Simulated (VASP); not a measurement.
CoS:

```
Co S
1.0
     3.10980    0.00000    0.00000
     0.00000    3.10980    0.00000
     0.00000    0.00000    3.10980
Co S
1 1
Direct
  0.00000 0.00000 0.00000
  0.50000 0.50000 0.50000
```

Measurements of this composition are mostly on another form, of space group No. 194.

Base run:

| Property | Result |
| --- | --- |
| Program | VASP 6.6.1 |
| Functional | LDA |
| Potentials or basis | VASP PAW LDA potentials, release 64 (Co, S) |
| Cutoff | 520 eV |
| k mesh | 6 × 6 × 6 |
| Occupations | gaussian, width 0.05 eV |
| Spin | collinear spin, ferromagnetic start |
| Starting moments | [2.0, 0.0] μB |
| Hubbard terms | Co d U = 6 eV |

Its results: pressure -6.5 GPa; site moments Co +2.65; S +0.20 μB.

Task: The run is repeated on the same cell with these changes: further incar settings from ALGO = Normal; EDIFF = 1e-06; NBANDS = 18 to ALGO = Normal; EDIFF = 1e-06; fixed moment from none to 1 μB. What comes out?

Result: Pressure -28.6 GPa; site moments Co +1.46; S -0.22 μB.

Caveats: a cell with one magnetic atom can't hold antiferromagnetic order, which such compounds often take; a pressure of tens of GPa on the cell as given is suspect, and the run, the potentials or the cell itself is likely at fault (some runs); the total moment is fixed, so each spin has its own Fermi level (some runs).
